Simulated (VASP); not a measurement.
Method: PBE GGA, VASP's PBE PAW potentials (set 64) (plane waves; VASP).

VASP ran on this input.

File KPOINTS:
```
Automatic mesh
0
Gamma
17 17 17
0 0 0
```

INCAR:
```
ALGO = Normal
EDIFF = 1E-6
EDIFFG = -0.02
ENCUT = 500
GGA = PE
IBRION = 2
ISIF = 3
ISMEAR = 1
LASPH = .TRUE.
LCHARG = .FALSE.
LMAXMIX = 4
LREAL = .FALSE.
LWAVE = .FALSE.
NELM = 100
NSW = 40
PREC = Accurate
PSTRESS = 300
SIGMA = 0.1
SYSTEM = Rh
```

POSCAR:
```
Rh
1
   -0.0000000000     1.8571971536     1.8571971536
    1.8571971536     0.0000000000     1.8571971536
    1.8571971536     1.8571971536     0.0000000000
Rh
1
Direct
  1.0000000000   0.0000000000   1.0000000000
```

POTCAR, in this order: Rh_pv (PBE.64 set). Program: vasp_std.

### Question
What will the output report for the number of irreducible k-points (NKPTS), largest plane-wave count, number of space-group operations, FFT grid (NGX, NGY, NGZ)?

### Answer

- number of irreducible k-points (NKPTS): 165
- largest plane-wave count: 334
- number of space-group operations: 48
- FFT grid (NGX, NGY, NGZ): 20 × 20 × 20

The compound is Rh in the fcc structure. It was relaxed first under an external pressure of 30 GPa.
